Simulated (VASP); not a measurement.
Output of a VASP run:

OUTCAR:
```
 ion  position               nearest neighbor table
   1  0.697  0.194  0.493-   5 3.06   4 3.09   5 3.11   4 3.11   4 3.13   5 3.16   3 3.34
   2  0.296  0.798  0.488-   5 2.99   4 3.06   4 3.08   5 3.10   4 3.18   5 3.20   3 3.38   3 3.39
                             3 3.42
   3  0.019  0.007  0.010-   5 2.62   5 2.71   4 2.75   4 2.75   1 3.34   2 3.38   2 3.39   2 3.42
  LATTYP: Found a body centered orthorhombic cell.
 ALAT       =     4.3184500000
 B/A-ratio  =     1.3664972386
 C/A-ratio  =     2.0630457687
 Subroutine PRICEL returns:
 Original cell was already a primitive cell.
 Subroutine GETGRP returns: Found  1 space group operations
The static configuration has the point symmetry C_1 .
The dynamic configuration has the point symmetry C_1 .
 Subroutine INISYM returns: Found  1 space group operations
 Subroutine IBZKPT returns following result:
 Found     10 irreducible k-points:

 Following reciprocal coordinates:
            Coordinates               Weight
  0.000000  0.000000  0.000000      1.000000
  0.500000  0.000000 -0.000000      1.000000
  0.000000  0.333333  0.000000      2.000000
  0.500000  0.333333 -0.000000      2.000000
 -0.000000  0.000000  0.333333      2.000000
  0.500000  0.000000  0.333333      2.000000
 -0.000000  0.333333  0.333333      2.000000
  0.500000  0.333333  0.333333      2.000000
 -0.000000 -0.333333  0.333333      2.000000
  0.500000 -0.333333  0.333333      2.000000
   k-points           NKPTS =     10   k-points in BZ     NKDIM =     10   number of bands    NBANDS=     25
   number of dos      NEDOS =    301   number of ions     NIONS =      5
   total plane-waves  NPLWV =  46656
   dimension x,y,z NGX =    36 NGY =   36 NGZ =   36
   dimension x,y,z NGXF=    72 NGYF=   72 NGZF=   72
   ions per type =               2   1   2
   PREC   = accura    normal or accurate (medium, high low for compatibility)
   ISTART =      0    job   : 0-new  1-cont  2-samecut
   ICHARG =      2    charge: 1-file 2-atom 10-const
   ISPIN  =      1    spin polarized calculation?
   LNONCOLLINEAR =      F non collinear calculations
   LSORBIT =      F    spin-orbit coupling
   INIWAV =      1    electr: 0-lowe 1-rand  2-diag
   ENCUT  =  300.0 eV  22.05 Ry    4.70 a.u.   8.14  8.14  8.14*2*pi/ulx,y,z
   NELM   =    100;   NELMIN=  2; NELMDL= -5     # of ELM steps
   EDIFF  = 0.1E-05   stopping-criterion for ELM
   LREAL  =      F    real-space projection
   NLSPLINE    = F    spline interpolate recip. space projectors
   LMAXMIX     =    4 max onsite mixed and CHGCAR
   VOSKOWN=      0    Vosko Wilk Nusair interpolation
   EDIFFG = 0.1E-04   stopping-criterion for IOM
   NSW    =      0    number of steps for IOM
   NBLOCK =      1;   KBLOCK =      1    inner block; outer block
   IBRION =     -1    ionic relax: 0-MD 1-quasi-New 2-CG
   NFREE  =      0    steps in history (QN), initial steepest desc. (CG)
   ISIF   =      2    stress and relaxation
   ISYM   =      2    0-nonsym 1-usesym 2-fastsym
   TEIN   =    0.0    initial temperature
   TEBEG  =    0.0;   TEEND  =   0.0 temperature during run
   SMASS  =  -3.00    Nose mass-parameter (am)
   PSTRESS=    0.0 pullay stress
   NELECT =      42.0000    total number of electrons
   EFERMI =   0.00;   METHOD = LEGACY
   ISMEAR =    -1;   SIGMA  =   0.10  broadening in eV -4-tet -1-fermi 0-gaus
   IALGO  =     38    algorithm
   LDIAG  =      T    sub-space diagonalisation (order eigenvalues)
   IMIX   =      4    mixing-type and parameters
     AMIX     =   0.40;   BMIX     =  1.00
     AMIX_MAG =   1.60;   BMIX_MAG =  1.00
     AMIN     =   0.10
   GGA     = CA    functional components
   VOSKOWN =     0    Vosko Wilk Nusair interpolation
   LHFCALC =     F    Hartree Fock is set to
   LHFONE  =     F    Hartree Fock one center treatment
   AEXX    =    0.0000 exact exchange contribution
   IVDW    =     0    specifies the selected vdW correction
   LEPSILON=     F    determine dielectric tensor
   LRPA    =     F    only Hartree local field effects (RPA)
  energy-cutoff  :      300.00
  volume of cell :      113.52
...
```

### OSZICAR
```
       N       E                     dE             d eps       ncg     rms          rms(c)
DAV:   1     0.245067783804E+03    0.24507E+03   -0.15869E+04   516   0.105E+03
DAV:   2    -0.720894105817E+01   -0.25228E+03   -0.24853E+03   584   0.318E+02
DAV:   3    -0.224162732501E+02   -0.15207E+02   -0.15053E+02   893   0.615E+01
DAV:   4    -0.231016011045E+02   -0.68533E+00   -0.68319E+00   680   0.120E+01
DAV:   5    -0.231297774512E+02   -0.28176E-01   -0.28172E-01   823   0.203E+00    0.659E+00
DAV:   6    -0.227055931399E+02    0.42418E+00   -0.25149E+00   590   0.953E+00    0.284E+00
DAV:   7    -0.225699030980E+02    0.13569E+00   -0.78626E-01   573   0.470E+00    0.218E+00
DAV:   8    -0.225169464892E+02    0.52957E-01   -0.16839E-01   653   0.259E+00    0.301E-01
DAV:   9    -0.225161077495E+02    0.83874E-03   -0.12176E-02   752   0.623E-01    0.146E-01
DAV:  10    -0.225158882200E+02    0.21953E-03   -0.15147E-03   655   0.349E-01    0.696E-02
DAV:  11    -0.225158451083E+02    0.43112E-04   -0.52716E-04   831   0.172E-01    0.292E-02
DAV:  12    -0.225158352532E+02    0.98551E-05   -0.10292E-04   615   0.567E-02    0.104E-02
DAV:  13    -0.225158355021E+02   -0.24889E-06   -0.64623E-06   504   0.185E-02
   1 F= -.22515836E+02 E0= -.22475721E+02  d E =-.802291E-01
```

**OUTCAR**
```
------------------------ aborting loop because EDIFF is reached ----------------------------------------
  FORCE on cell =-STRESS in cart. coord.  units (eV):
  Direction    XX          YY          ZZ          XY          YZ          ZX
  --------------------------------------------------------------------------------------
  Total       -1.8184440     -3.3466260     -3.3658805     -0.0284263     -0.0308287      0.3999892
  in kB      -25.6648772    -47.2331002    -47.5048507     -0.4011988     -0.4351060      5.6453060
  external PRESSURE =     -40.1342760 kB  Pullay stress =       0.0000000 kB
  volume of cell :      113.52
      direct lattice vectors                 reciprocal lattice vectors
    -2.159225000  2.950575000  4.454580000     0.000000000  0.169458495  0.112244027
     2.159225000 -2.950575000  4.454580000     0.231564566  0.000000000  0.112244027
     2.159225000  2.950575000 -4.454580000     0.231564566  0.169458495  0.000000000
 POSITION                                       TOTAL-FORCE (eV/Angst)
 -----------------------------------------------------------------------------------
     -0.02042      2.93742      1.77352         0.091936      0.061013      0.083555
      2.13679     -0.04225      2.69798         0.054267      0.171884     -0.104235
     -0.00320      0.06557      0.06943         0.094387     -0.327054     -0.163507
     -0.00591      1.31644      4.40448         0.020059      0.531396      0.093233
      2.21119      1.62398     -0.03625        -0.260648     -0.437239      0.090954
 -----------------------------------------------------------------------------------
    total drift:                                0.000131      0.000236     -0.000434
  FREE ENERGIE OF THE ION-ELECTRON SYSTEM (eV)
  ---------------------------------------------------
  free  energy   TOTEN  =       -22.5158355021 eV

  energy  without entropy=      -22.4356064146  energy(sigma->0) =      -22.47572096
```
(Selected blocks of OUTCAR.)

**POSCAR**
```
Ca2MgPd2
1
   -2.1592250000     2.9505750000     4.4545800000
    2.1592250000    -2.9505750000     4.4545800000
    2.1592250000     2.9505750000    -4.4545800000
Ca Mg Pd
2 1 2
Direct
  0.6968380000   0.1943380000   0.4930410000
  0.2956720000   0.7976370000   0.4876450000
  0.0189040000   0.0070530000   0.0103710000
  0.7174580000   0.4930090000   0.2217140000
  0.2711290000   0.5079640000   0.7872300000
```

### Question
Reconstruct the remaining input files.

### Answer
One answer among several that fit: the input of the run itself, LDA (Ceperley-Alder, Perdew-Zunger), plane waves, VASP's LDA PAW potentials (set 64).

File KPOINTS:
```
Automatic mesh
0
Gamma
2 3 3
0 0 0
```

INCAR:
```
SYSTEM = Ca2MgPd2
PREC = Accurate; ENCUT = 300; LREAL = .FALSE.
LASPH = .TRUE.
EDIFF = 1E-6; NELM = 100; ALGO = Normal
LMAXMIX = 4
ISMEAR = -1; SIGMA = 0.1
ISIF = 2
LWAVE = .FALSE.; LCHARG = .FALSE.
```

POTCAR, in this order: Ca_sv Mg Pd (LDA.64 set). Program: vasp_std.

At this cut-off the stress carries a Pulay error, which pulls relaxed volumes low.

The structure comes from a computed database's Ca2MgPd2 entry; how it stands against other phases isn't given here. The cell was not relaxed at this level, atoms are displaced from their ideal sites. The k-mesh is coarse (spacing up to 0.64 per Å, 2π included), so the numbers may not be converged in it. The run is one of a series of settings (KPOINTS 2×3×3 Γ-centred mesh against the base run), some of them coarse on purpose.
